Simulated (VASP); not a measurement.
Be3ZnTe4: relaxation of cell and atoms with PBE

Be3ZnTe4:

```xyz
8
Lattice="4.6585 0.0000 0.0000 -2.3293 4.0344 0.0000 0.0000 0.0000 10.5422" Properties=species:S:1:pos:R:3 pbc="T T T"
Be    0.0000    2.6896    5.2711
Be    2.3293    1.3448    5.2711
Be    0.0000    0.0000    5.2711
Zn    0.0000    0.0000    0.0000
Te    0.0000    2.6896    7.3333
Te    0.0000    2.6896    3.2088
Te    2.3293    1.3448    3.2088
Te    2.3293    1.3448    7.3333
```

The cell was built by a generator and needn't be a form met in nature.

```json
{"Program": "VASP 6.6.1", "Task": "relaxation of cell and atoms", "Functional": "PBE", "Potentials or basis": "VASP PAW PBE potentials, release 64 (Be, Zn, Te)", "Cutoff": "520 eV", "k mesh": "4 × 4 × 2", "Occupations": "gaussian, width 0.15 eV", "Spin": "no spin polarisation", "Further INCAR settings": "PREC = Normal; ALGO = Fast; EDIFF = 0.0001; IBRION = 2; EDIFFG = -0.08; NSW = 24; ISIF = 3"}
```

```json
{"Relaxed volume": "34.27 Å³/atom", "Relaxed cell": "a = 5.309 Å, b = 5.309 Å, c = 11.230 Å, α = 90.00°, β = 90.00°, γ = 120.00°", "Space group after relaxing (to 0.05 Å)": "P6/mmm (No. 191)", "Energy gained by relaxing": "501.1 meV/atom", "Ionic steps": "10", "Pressure after relaxing": "0.0 GPa", "Largest force after relaxing": "0.012 eV/Å", "Band gap on the k mesh": "none (metal or under the smearing width)"}
```

Forces in eV/Å, atoms in the order of the input:
```
Be   0.000  0.000  0.000
Be   0.000  0.000  0.000
Be   0.000  0.000  0.000
Zn   0.000  0.000  0.000
Te   0.000  0.000  0.012
Te   0.000  0.000 -0.012
Te   0.000  0.000 -0.012
Te   0.000  0.000  0.012
```

Stress tensor (GPa, compression positive):
```
 0.02  0.00  0.00
 0.00  0.02  0.00
 0.00  0.00 -0.16
```

Step by step:
```csv
step,energy change (eV),largest force (eV/Å),pressure (GPa),volume (Å³)
1,0.0000,3.4242,20.62,198.13
2,-2.9757,1.2050,-3.43,304.25
3,-3.7283,0.4701,0.71,259.98
4,-3.7276,0.5107,0.46,261.34
5,-3.9740,0.1731,0.23,268.68
6,-4.0071,0.1121,0.25,272.95
7,-4.0075,0.0970,0.19,272.73
8,-4.0009,0.0461,0.06,270.72
9,-4.0077,0.0811,0.17,272.49
10,-4.0089,0.0119,-0.04,274.12
```

Final structure:
```xyz
8
Lattice="5.3090 0.0000 0.0000 -2.6545 4.5977 0.0000 0.0000 0.0000 11.2303" Properties=species:S:1:pos:R:3 pbc="T T T"
Be    0.0000    3.0652    5.6151
Be    2.6545    1.5326    5.6151
Be    2.6545    4.5977    5.6151
Zn    2.6545    4.5977    0.0000
Te    0.0000    3.0652    7.9105
Te    0.0000    3.0652    3.3198
Te    2.6545    1.5326    3.3198
Te    2.6545    1.5326    7.9105
```

Levels at points of the mesh, in eV from the Fermi level:
```csv
k point,band 17,band 18,band 19,band 20,band 21,band 22,band 23,band 24,band 25,band 26
"(0.00, 0.00, 0.00)",-2.07,-1.59,-1.11,-1.11,-0.48,-0.19,-0.19,1.17,1.17,2.12
"(0.50, 0.00, 0.00)",-2.55,-1.69,-0.57,-0.18,0.00,0.60,1.13,1.34,1.82,2.71
"(0.00, 0.00, 0.50)",-1.91,-1.60,-1.10,-1.10,-0.82,-0.21,-0.21,1.18,1.18,2.09
"(0.50, 0.00, 0.50)",-2.58,-1.59,-0.62,-0.16,0.04,0.60,1.34,1.55,1.82,2.20
```

Run time: 50 s on 4 MPI ranks on AMD EPYC 9R14 (Zen 4), on a shared host, peak memory 0.22 GiB a rank.

Caveat: the k mesh is coarse (spacing up to 0.39 Å⁻¹), so the values aren't converged; the volume moved by over 15 % at a fixed basis, so the end points are rough; the relaxation stopped at a loose force limit of 0.08 eV/Å, so its end isn't a converged minimum. The run has no spin-orbit coupling, so splittings on Te are missing.
